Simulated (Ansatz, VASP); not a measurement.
# Ge: VASP beside Ansatz, part 2 of 3

Wanted: the spread between two codes on one cell, functional and k mesh. Of the first pair: The structure shown is frame 250 of Ansatz's trajectory.

VASP 6.6.1 and Ansatz 0.2.0.

So far: The structure; Ansatz: dynamics, LDA.

### Step 3. VASP: single point, LDA, pair 1

Level of this step: LDA; plane waves and PAW (Ge_d) (VASP).

The same cell, functional (in two slightly different forms), mesh and smearing now go to VASP, with its own data sets.

Lines of VASP's logs that name or quote its potential files are left out, and so is its time.

Contents of INCAR:

```
SYSTEM = Ge
PREC = Accurate
ENCUT = 410
EDIFF = 1E-06
NELM = 120
ISMEAR = -1
SIGMA = 0.106
LREAL = Auto
ALGO = Normal
GGA = PW92
NBANDS = 392
LORBIT = 11
LWAVE = .FALSE.
LCHARG = .FALSE.
ISIF = 2
LASPH = .TRUE.
GGA_COMPAT = .FALSE.
NCORE = 2
```

Contents of POSCAR:

```
Ge
1.0
   10.0005480000      0.0000000000      0.0000000000
    0.0000000000     10.0005480000      0.0000000000
    0.0000000000      0.0000000000     10.0005480000
Ge
48
Direct
    0.6700032838      0.9230394174      0.0767957916
    0.8829316153      0.3326317718      0.2709951495
    0.6689733403      0.4200169831      0.4212069179
    0.1591412791      0.8763019787      0.3836789744
    0.4917530519      0.8972408312      0.2818145566
    0.3295919384      0.1721905640      0.2583058448
    0.1283929641      0.2860243259      0.7628081981
    0.2696352240      0.4361560986      0.9677069697
    0.9291690815      0.6836625353      0.4367260674
    0.2397868597      0.1767803124      0.0049449290
    0.5942674341      0.0565369018      0.8523132932
    0.8033259777      0.7633281696      0.9565675801
    0.2581158553      0.5403903866      0.5785682945
    0.9419031837      0.4829735331      0.0080547586
    0.3970182434      0.3726495788      0.7229203840
    0.4026779332      0.6638236225      0.7218004453
    0.1091940162      0.7382495439      0.5904776418
    0.8097456259      0.1509617273      0.7908966589
    0.2882242053      0.0046397457      0.7993861936
    0.8115755257      0.9009706268      0.3703297059
    0.2976836869      0.0533170782      0.5469100293
    0.6403149107      0.6666734663      0.2364570422
    0.1752103985      0.6396649464      0.8463436204
    0.9810762370      0.0775357510      0.5309509039
    0.8845715255      0.5884677520      0.7390095023
    0.8791266239      0.6363651272      0.1855998291
    0.9204695583      0.8941709994      0.7125309533
    0.3561804813      0.9763164979      0.0815955286
    0.9142598986      0.9240641613      0.1168987939
    0.1920794740      0.4712341764      0.2673053517
    0.7508688524      0.1758503634      0.4043378423
    0.1938393776      0.3229723011      0.4751439621
    0.1545915284      0.7184606284      0.2081985907
    0.6301354686      0.7381395500      0.4843634569
    0.6020070100      0.5810081608      0.8677524472
    0.3776393054      0.6405148998      0.0906650316
    0.9591474387      0.2167181238      0.0441275818
    0.9412032221      0.3380114770      0.6269256445
    0.5723086375      0.0418177084      0.5000225988
    0.4271265935      0.6550041058      0.3831090056
    0.5141518245      0.8852614877      0.7020315287
    0.4987426689      0.3993381163      0.1688707459
    0.0731659905      0.1257331098      0.2500662964
    0.4472754893      0.3001835499      0.4864433429
    0.0959699408      0.8788718378      0.9231394120
    0.6577639545      0.3708596769      0.6946419336
    0.6906721512      0.3804791497      0.9787011672
    0.6733031030      0.1987491085      0.1477519032
```

Contents of KPOINTS:

```
Automatic mesh
0
Gamma
1 1 1
0 0 0
```

Potentials, in the order of the species: Ge_d (LDA family, release 64).

The run is started by

```bash
> mpirun -np 8 vasp_gam
```

Numbers of over 12 decimals in the logs are rounded to 6 here.

Output:

```text
[banner, memory and clock lines left out]
running    8 mpi-ranks, on    1 nodes
[...]
|                                                                             |
|               ----> ADVICE to this user running VASP <----                  |
|                                                                             |
|     You enforced a specific xc type in the INCAR file but a different       |
|     [... a line on the potential file left out ...]
|     I HOPE YOU KNOW WHAT YOU ARE DOING!                                     |
|                                                                             |

 LDA part: xc-table for (Slater(with rela. corr.)+PW92), standard interpolation
 POSCAR, INCAR and KPOINTS ok, starting setup
[...]
entering main loop
       N       E                     dE             d eps       ncg     rms          rms(c)
DAV:   1     0.126387286481E+05    0.12639E+05   -0.23591E+05   800   0.488E+03
DAV:   2     0.290804913591E+04   -0.97307E+04   -0.93651E+04   784   0.108E+03
DAV:   3     0.331617986976E+03   -0.25764E+04   -0.24778E+04   800   0.303E+02
DAV:   4    -0.178147532781E+03   -0.50977E+03   -0.46594E+03   904   0.126E+02
[...]
DAV:  16    -0.230652317993E+03   -0.64860E-05   -0.76692E-05   768   0.547E-02    0.334E-03
DAV:  17    -0.230652321385E+03   -0.33915E-05   -0.37877E-05   672   0.323E-02    0.220E-03
DAV:  18    -0.230652322051E+03   -0.66582E-06   -0.88718E-06   672   0.196E-02
   1 F= -.23065232E+03 E0= -.23024913E+03  d E =-.806388E+00
```

OUTCAR, selected parts (step 3):

```text
  Total       -8.0485311    -11.8410381    -12.4542877     -5.8831916      0.4690316     -1.2320574
  in kB      -12.8930544    -18.9683243    -19.9506973     -9.4243668      0.7513483     -1.9736499
  external PRESSURE =     -17.2706920 kB  Pullay stress =       0.0000000 kB

 POSITION                                       TOTAL-FORCE (eV/Angst)
 -----------------------------------------------------------------------------------
      6.70040      9.23090      0.76800        -2.128020      0.811252      0.097010
      8.82980      3.32650      2.71010         0.651339      0.796266     -0.309871
      6.69010      4.20040      4.21230        -0.334268      0.658396      0.125673
      1.59150      8.76350      3.83700         0.303490      1.153983      0.945514
      4.91780      8.97290      2.81830        -0.034106      0.382974      0.241486
      3.29610      1.72200      2.58320         0.255260      0.067995      0.285595
      1.28400      2.86040      7.62850         0.881220     -0.133816      1.144110
      2.69650      4.36180      9.67760        -0.230902     -0.499258      0.468807
      9.29220      6.83700      4.36750        -0.585984     -0.593734      0.353306
      2.39800      1.76790      0.04945        -0.800151      0.981178     -0.513748
      5.94300      0.56540      8.52360        -0.733555     -0.087651      1.029107
      8.03370      7.63370      9.56620        -0.143352     -0.696501     -1.759763
      2.58130      5.40420      5.78600        -0.212171      0.017950     -0.692244
      9.41955      4.83000      0.08055         0.025769     -0.531056     -0.880388
[...]
-----------------------------------------------------------------------------------
    total drift:                               -0.000129     -0.004167      0.000049

  FREE ENERGIE OF THE ION-ELECTRON SYSTEM (eV)
  ---------------------------------------------------
  free  energy   TOTEN  =      -230.6523220506 eV

  energy  without entropy=     -229.8459341312  energy(sigma->0) =     -230.24912809

[... 3 further parts left out ...]
[key lines of the parts left out:]
E-fermi :   5.7060
```

The gap is under twice the smearing width, so the edge states are partly filled and the run can't tell a small gap from a semimetal.

### Step 4. Comparison

Known differences besides the potentials themselves: the cutoff is 420 eV in Ansatz and 410 eV in VASP (PREC = Accurate, projectors in real space); VASP's log shows a relativistic correction to its local exchange, Ansatz's none. Total energies have different zeros and are not compared.

Forces on 7 of the 48 atoms, those with the largest forces and the largest differences (eV/Å; atoms numbered as in POSCAR):

| atom | Ansatz x, y, z | VASP x, y, z |
| --- | --- | --- |
| Ge1 | -2.110, 0.799, 0.096 | -2.128, 0.811, 0.097 |
| Ge4 | 0.300, 1.145, 0.940 | 0.303, 1.154, 0.946 |
| Ge7 | 0.876, -0.132, 1.140 | 0.881, -0.134, 1.144 |
| Ge12 | -0.141, -0.684, -1.740 | -0.143, -0.697, -1.760 |
| Ge29 | 1.269, 0.421, 0.490 | 1.284, 0.430, 0.496 |
| Ge34 | 0.901, 0.090, 1.093 | 0.911, 0.090, 1.107 |
| Ge40 | -1.601, -0.405, 0.189 | -1.613, -0.409, 0.186 |

The forces differ by 5.8 meV/Å r.m.s., which is 1.0 % of the r.m.s. force of 0.591 eV/Å (both taken over all components).

### Step 5. Ansatz: dynamics, LDA

One frame of this run of dynamics is then solved in both programs, so the motion causes no difference. The cell compared in this pair holds 993.21 Å³, against 1000.16 Å³ for the pair before.

The structure compared here is frame 500 of Ansatz's trajectory.

Contents of input.yaml:

```yaml
crystal:
  lattice:
    - [10.1113, 0.0, 0.0]
    - [0.0, 10.1113, 0.0]
    - [0.0, 0.0, 10.1113]
  atoms:
    - { symbol: Ge, position: [0.51182, 0.95046, 0.14416] }
    - { symbol: Ge, position: [0.87967, 0.35713, 0.38573] }
    - { symbol: Ge, position: [0.7299, 0.44227, 0.55557] }
    - { symbol: Ge, position: [0.09458, 0.80863, 0.50331] }
    - { symbol: Ge, position: [0.36061, 0.82026, 0.32812] }
    - { symbol: Ge, position: [0.45247, 0.13434, 0.39949] }
    - { symbol: Ge, position: [0.25929, 0.26628, 0.78136] }
    - { symbol: Ge, position: [0.27584, 0.47759, 0.9694] }
    - { symbol: Ge, position: [0.90063, 0.67719, 0.54132] }
    - { symbol: Ge, position: [0.2966, 0.17815, 0.99857] }
    - { symbol: Ge, position: [0.5171, 0.11557, 0.62711] }
    - { symbol: Ge, position: [0.80094, 0.70725, 0.97695] }
    - { symbol: Ge, position: [0.04574, 0.50168, 0.4744] }
    - { symbol: Ge, position: [0.06874, 0.57848, 0.81366] }
    - { symbol: Ge, position: [0.56039, 0.26694, 0.84759] }
    - { symbol: Ge, position: [0.49225, 0.50894, 0.73832] }
    - { symbol: Ge, position: [0.18774, 0.83209, 0.72036] }
    - { symbol: Ge, position: [0.78744, 0.23884, 0.78436] }
    - { symbol: Ge, position: [0.17021, 0.05211, 0.84063] }
    - { symbol: Ge, position: [0.86238, 0.88352, 0.4304] }
    - { symbol: Ge, position: [0.28946, 0.028, 0.63313] }
    - { symbol: Ge, position: [0.71038, 0.81794, 0.25848] }
    - { symbol: Ge, position: [0.29882, 0.63559, 0.79378] }
    - { symbol: Ge, position: [0.93618, 0.0908, 0.51943] }
    - { symbol: Ge, position: [0.93724, 0.41939, 0.66881] }
    - { symbol: Ge, position: [0.03551, 0.70286, 0.01307] }
    - { symbol: Ge, position: [0.79932, 0.88944, 0.66029] }
    - { symbol: Ge, position: [0.22268, 0.77937, 0.13738] }
    - { symbol: Ge, position: [0.85134, 0.02012, 0.85156] }
    - { symbol: Ge, position: [0.17058, 0.40687, 0.29617] }
    - { symbol: Ge, position: [0.66397, 0.2596, 0.41911] }
    - { symbol: Ge, position: [0.08889, 0.26522, 0.46847] }
    - { symbol: Ge, position: [0.14422, 0.6587, 0.32612] }
    - { symbol: Ge, position: [0.69988, 0.6436, 0.41922] }
    - { symbol: Ge, position: [0.83915, 0.61448, 0.76184] }
    - { symbol: Ge, position: [0.34014, 0.56609, 0.18005] }
    - { symbol: Ge, position: [0.95598, 0.23983, 0.194] }
    - { symbol: Ge, position: [0.02465, 0.23048, 0.78288] }
    - { symbol: Ge, position: [0.71118, 0.04152, 0.33814] }
    - { symbol: Ge, position: [0.43369, 0.65334, 0.48023] }
    - { symbol: Ge, position: [0.57808, 0.83775, 0.72901] }
    - { symbol: Ge, position: [0.39401, 0.44373, 0.37618] }
    - { symbol: Ge, position: [0.16543, 0.15694, 0.26885] }
    - { symbol: Ge, position: [0.32408, 0.30616, 0.55653] }
    - { symbol: Ge, position: [0.96786, 0.80881, 0.8067] }
    - { symbol: Ge, position: [0.66831, 0.52037, 0.8971] }
    - { symbol: Ge, position: [0.68202, 0.48023, 0.13064] }
    - { symbol: Ge, position: [0.48903, 0.21293, 0.13311] }
kpoints:
  mp_grid: { grid: [1, 1, 1] }
hamiltonian:
  xc: lda
scf:
  occupations: { method: fermi_dirac, width: 0.106 }
output:
  forces: true
  stress: true
md:
  timestep: 4.0
  n_steps: 750
  ensemble: npt_langevin
  temperature: 1476
  initial_velocities: maxwell_boltzmann
  seed: 5
  pressure: 0
  temperature_schedule:
    - { n_steps: 93, end_temperature: 1476 }
    - { n_steps: 93, end_temperature: 1230 }
```

The run is started by

```bash
> ansatz run input.yaml --threads 8 --pin off --max-ram 15360MiB --backend cpu --events-out ev --progress --plain --runs-dir out
```

Output:

```text
[...]
Crystal: 48 atoms, lattice volume = 1033.763 Å³
Basis set: ecut = 420 eV (smoothed over ±3.0 %; plane waves to 437.0 eV, density to 1747.9 eV), 21559 PW (Γ)
Bands: 405, of which v1, the nominal top of the filled ones, is band 336 counted from 1 (335 counted from 0)
Symmetry: 1 space group operations
k-points: 1
[...]
atom  47  Ge     0.31638379     0.12347643    -0.56197174
  atom  48  Ge     0.67928934    -1.04589348     0.79699923
  max |Σ_I F_I| component: 9.26e-6 eV/Å
--- Stress (GPa, compression-positive) ---
       -2.779335       0.895763       0.014525
        0.895763      -1.632531       0.671816
        0.014525       0.671816      -2.509178
  P = ⅓ Tr σ = -2.3070 GPa (-23.070 kbar)
--- MD trajectory: 750 steps, t = 0.0 → 3000.0 fs ---
[...]
[key lines of the parts left out:]
SCF converged after 3 iterations
Free energy (F): -202336.799938 eV
Fermi energy:    9.336504 eV
```

### Step 6. VASP: single point, LDA, pair 2

The same cell, functional (in two slightly different forms), mesh and smearing now go to VASP, with its own data sets.

INCAR is that of step 3.

Contents of POSCAR:

```
Ge
1.0
    9.9773080000      0.0000000000      0.0000000000
    0.0000000000      9.9773080000      0.0000000000
    0.0000000000      0.0000000000      9.9773080000
Ge
48
Direct
    0.6509972429      0.9359037528      0.0972907722
    0.9386199163      0.3477892033      0.2800053882
    0.6635156497      0.4314690897      0.4983508578
    0.0700690006      0.8736124013      0.4866543160
    0.5179753898      0.9372568232      0.3728861533
    0.3825881691      0.2209914739      0.3494028650
    0.2058972220      0.2785520904      0.8568744194
    0.4017316094      0.3772861377      0.0833483340
    0.8980077592      0.5193585284      0.4235511222
    0.2224648172      0.1724012128      0.0910959148
    0.5987687260      0.0373347199      0.8470621534
    0.6956886567      0.6636659909      0.0405011051
    0.1345352875      0.6169499829      0.4783855525
    0.9368567153      0.3411341015      0.0402204683
    0.3965799192      0.2934659329      0.7028549184
    0.4167857703      0.5291106579      0.7421039824
    0.1515138151      0.7868054189      0.7382051351
    0.0196337529      0.0732361876      0.7654369295
    0.3449527668      0.0162468674      0.8388735719
    0.8527250036      0.8538876418      0.4071839819
    0.3224717529      0.0840306824      0.5609428916
    0.5304537055      0.7025041224      0.2716263746
    0.1776230623      0.5623861667      0.9261917142
    0.0220893251      0.1300952121      0.5153093400
    0.8962136881      0.6265818395      0.8524142985
    0.9885740723      0.5809182196      0.1586199404
    0.8130650071      0.8398056871      0.7680929565
    0.3451331762      0.9855363792      0.1315485099
    0.9035804047      0.8892687286      0.1600323454
    0.2596191277      0.5876935943      0.2267946424
    0.7630014028      0.1985505509      0.4546216274
    0.1669889313      0.3156362418      0.5179252760
    0.2083828624      0.8391040950      0.2705439183
    0.6159577313      0.6719848681      0.5219143280
    0.6844832293      0.4432859044      0.7501322000
    0.4565860851      0.6986353433      0.9759353926
    0.8759176323      0.0735569154      0.9768675077
    0.9570725891      0.4216969146      0.7397386149
    0.6723657323      0.9379091033      0.5779915785
    0.3494329332      0.7279518684      0.5523032866
    0.5218942825      0.7865448275      0.7628410389
    0.6398118611      0.4768921637      0.2064384501
    0.0183516435      0.1187394435      0.2001842581
    0.3644870941      0.4641532566      0.4437369278
    0.1021309556      0.8035233552      0.9632558201
    0.7429659383      0.1904922650      0.7230707922
    0.6919702188      0.2789930911      0.9732994110
    0.5788134435      0.1465525571      0.2646104540
```

KPOINTS is that of step 3.

The run is started by

```bash
> mpirun -np 8 vasp_gam
```

Output:

```text
[banner, memory and clock lines left out]
running    8 mpi-ranks, on    1 nodes
[...]
[... a notice as in an earlier step ...]

 LDA part: xc-table for (Slater(with rela. corr.)+PW92), standard interpolation
 POSCAR, INCAR and KPOINTS ok, starting setup
[...]
entering main loop
       N       E                     dE             d eps       ncg     rms          rms(c)
DAV:   1     0.126235131087E+05    0.12624E+05   -0.23664E+05   824   0.490E+03
DAV:   2     0.293683767722E+04   -0.96867E+04   -0.92910E+04   784   0.111E+03
DAV:   3     0.358345599376E+03   -0.25785E+04   -0.24736E+04   784   0.305E+02
DAV:   4    -0.173548956854E+03   -0.53189E+03   -0.48659E+03   896   0.129E+02
[...]
DAV:  17    -0.230843034443E+03   -0.30200E-05   -0.32950E-05   816   0.250E-02    0.196E-03
DAV:  18    -0.230843035628E+03   -0.11842E-05   -0.13070E-05   680   0.199E-02    0.178E-03
DAV:  19    -0.230843035535E+03    0.92245E-07   -0.62403E-07   440   0.128E-02
   1 F= -.23084304E+03 E0= -.23050163E+03  d E =-.682810E+00
```

Parts of OUTCAR (step 6):

```text
  Total       -8.8184356     -2.7221443    -13.9420019     -3.1888440     -4.2610903      0.9641011
  in kB      -14.2253183     -4.3911834    -22.4903173     -5.1440327     -6.8737096      1.5552242
  external PRESSURE =     -13.7022730 kB  Pullay stress =       0.0000000 kB

 POSITION                                       TOTAL-FORCE (eV/Angst)
 -----------------------------------------------------------------------------------
      6.49520      9.33780      0.97070        -0.220037      0.218258     -0.211469
      9.36490      3.47000      2.79370        -0.202779     -1.824862      0.196894
      6.62010      4.30490      4.97220         0.116670     -0.300584     -0.735232
      0.69910      8.71630      4.85550         1.665954      0.150944      1.056863
      5.16800      9.35130      3.72040        -0.625734     -0.389115      0.250047
      3.81720      2.20490      3.48610        -1.873076      0.764501      0.379311
      2.05430      2.77920      8.54930        -0.906377     -0.178502      0.315900
      4.00820      3.76430      0.83159        -0.009126      0.278937      0.301267
      8.95970      5.18180      4.22590        -0.334787      1.507782      1.389755
      2.21960      1.72010      0.90889        -0.043804      1.967451     -0.262598
      5.97410      0.37250      8.45140         0.039073     -0.321884      0.679072
      6.94110      6.62160      0.40409         0.936278     -0.068362     -0.402674
      1.34230      6.15550      4.77300        -0.309347     -0.183251      0.345887
      9.34731      3.40360      0.40129        -0.325934      0.221455     -0.916514
[...]
-----------------------------------------------------------------------------------
    total drift:                                0.004585      0.008323     -0.005760

  FREE ENERGIE OF THE ION-ELECTRON SYSTEM (eV)
  ---------------------------------------------------
  free  energy   TOTEN  =      -230.8430355353 eV

  energy  without entropy=     -230.1602255260  energy(sigma->0) =     -230.50163053

[... 1 part as in an earlier step ...]

[... 2 further parts left out ...]
[key lines of the parts left out:]
E-fermi :   5.7109
```

The run ends at a pressure of -1.37 GPa, with forces up to 2.8 eV/Å.

### Step 7. Differences

Forces on 7 of the 48 atoms, those with the largest forces and the largest differences (eV/Å; atoms numbered as in POSCAR):

| atom | Ansatz x, y, z | VASP x, y, z |
| --- | --- | --- |
| Ge6 | -1.854, 0.759, 0.379 | -1.873, 0.765, 0.379 |
| Ge9 | -0.330, 1.495, 1.375 | -0.335, 1.508, 1.390 |
| Ge10 | -0.041, 1.951, -0.258 | -0.044, 1.967, -0.263 |
| Ge17 | 0.073, 0.335, -2.583 | 0.078, 0.338, -2.601 |
| Ge28 | 1.732, -1.404, -0.197 | 1.747, -1.418, -0.198 |
| Ge45 | -0.232, 0.340, 2.202 | -0.233, 0.343, 2.217 |
| Ge48 | 2.451, 0.072, -1.398 | 2.473, 0.072, -1.412 |

The forces differ by 6.4 meV/Å r.m.s., which is 0.9 % of the r.m.s. force of 0.724 eV/Å (both taken over all components).

### Step 8. Ansatz: dynamics, LDA

One frame of this run of dynamics is then solved in both programs, so the motion causes no difference. The cell compared in this pair holds 1013.45 Å³, against 993.21 Å³ for the pair before.

The structure compared here is frame 750 of Ansatz's trajectory.

input.yaml is that of step 5.

The run is started by

```bash
> ansatz run input.yaml --threads 8 --pin off --max-ram 15360MiB --backend cpu --events-out ev --progress --plain --runs-dir out
```

Output:

```text
[...]
Crystal: 48 atoms, lattice volume = 1033.763 Å³
Basis set: ecut = 420 eV (smoothed over ±3.0 %; plane waves to 437.0 eV, density to 1747.9 eV), 21559 PW (Γ)
Bands: 405, of which v1, the nominal top of the filled ones, is band 336 counted from 1 (335 counted from 0)
Symmetry: 1 space group operations
k-points: 1
[...]
atom  47  Ge     0.31638379     0.12347643    -0.56197174
  atom  48  Ge     0.67928934    -1.04589348     0.79699923
  max |Σ_I F_I| component: 9.26e-6 eV/Å
--- Stress (GPa, compression-positive) ---
       -2.779335       0.895763       0.014525
        0.895763      -1.632531       0.671816
        0.014525       0.671816      -2.509178
  P = ⅓ Tr σ = -2.3070 GPa (-23.070 kbar)
--- MD trajectory: 750 steps, t = 0.0 → 3000.0 fs ---
[...]
[key lines of the parts left out:]
SCF converged after 3 iterations
Free energy (F): -202336.799938 eV
Fermi energy:    9.336504 eV
```

[end of part 2 of 3]

[Lines on the potential files, build, host, timing and source positions are cut from VASP's logs without a mark.]

[Logs are printed without paths, hosts, clocks, repeated set-up lines and the standing remarks that a program may print on its own settings, such as how far it seeks lower states.]

[Hosts, paths, dates, database ids (printed as entryN), source tags and the programs' standing remarks are cut or masked in the printed files.]
